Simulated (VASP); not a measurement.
Computed with PBE GGA, VASP's PBE PAW potentials (set 64) (plane waves; VASP).

VASP input:

**INCAR**
```
SYSTEM = LiH
PREC = Accurate
ENCUT = 400
EDIFF = 1E-6
NELM = 100
ALGO = Normal
LREAL = .FALSE.
LASPH = .TRUE.
ISMEAR = 0
SIGMA = 0.01
GGA = PE
LWAVE = .FALSE.
LCHARG = .FALSE.
ISIF = 3
IBRION = 2
NSW = 50
EDIFFG = -0.01
```

POSCAR:
```
LiH
1
    0.0000000000     1.9917480000     1.9917480000
    1.9917480000     0.0000000000     1.9917480000
    1.9917480000     1.9917480000     0.0000000000
Li H
1 1
Direct
  0.0000000000   0.0000000000   0.0000000000
  0.5000000000   0.5000000000   0.5000000000
```

**KPOINTS**
```
Automatic mesh
0
Gamma
11 11 11
0.5 0.5 0.5
```

POTCAR, in this order: Li_sv H (PBE.64 set). Program: vasp_std.

At this cut-off the stress carries a Pulay error, which pulls relaxed volumes low. Energy and stress use the plane-wave basis of the starting cell.

What does the run give for the energy per atom (σ→0), volume per atom?

- energy per atom (σ→0) = -3.083 eV/atom
- volume per atom = 7.48 Å^3/atom

File OSZICAR:
```
...
       N       E                     dE             d eps       ncg     rms          rms(c)
DAV:   1    -0.616767339583E+01   -0.57879E-02   -0.80178E-02  2274   0.256E+00    0.574E-01
DAV:   2    -0.616563935403E+01    0.20340E-02   -0.37278E-03  2298   0.695E-01    0.342E-01
DAV:   3    -0.616507387248E+01    0.56548E-03   -0.16477E-03  3138   0.297E-01    0.312E-02
DAV:   4    -0.616507118486E+01    0.26876E-05   -0.47444E-05  1836   0.801E-02    0.552E-03
DAV:   5    -0.616506983171E+01    0.13531E-05   -0.11055E-05  2784   0.275E-02    0.678E-03
DAV:   6    -0.616506932260E+01    0.50911E-06   -0.57986E-07  1374   0.832E-03
   3 F= -.61650693E+01 E0= -.61650693E+01  d E =-.845269E-02
```

The structure comes from a computed database's LiH entry; how it stands against other phases isn't given here. This run relaxes it. Symmetry was kept, so distortions that lower it aren't found. The run is one of a series of settings (EDIFFG = -0.01, IBRION = 2, ISIF = 3, NSW = 50 against the base run), some of them coarse on purpose.
